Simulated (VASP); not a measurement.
Data:

```
W
1.0
   -1.58184     1.58184     1.58184
    1.58184    -1.58184     1.58184
    1.58184     1.58184    -1.58184
W
1
Direct
  0.00000   0.00000   0.00000
```

The numbers are results of revTPSS meta-GGA, VASP's PBE PAW potentials (set 64) (plane waves; VASP), not measurements. Settings: 520 eV cut-off, 18×18×18 Γ-centred mesh, tetrahedra with Blöchl corrections, potentials W_sv.

Give the energies of bands 5 to 10 at the high-symmetry points, in eV from the Fermi level.

```
band      Γ      H      N      P
----  -----  -----  -----  -----
5     -9.64  -5.94  -6.34  -3.04
6     -1.27  -5.94  -3.63  -3.04
7     -1.27   5.16   0.59  -3.04
8     -1.27   5.16   2.15   3.31
9      2.24   5.16   3.14   3.31
10     2.24   8.29   6.15   6.76
```

It has no gap at this level: it comes out as a metal or semimetal.

The compound is W in the bcc structure. It was relaxed first.
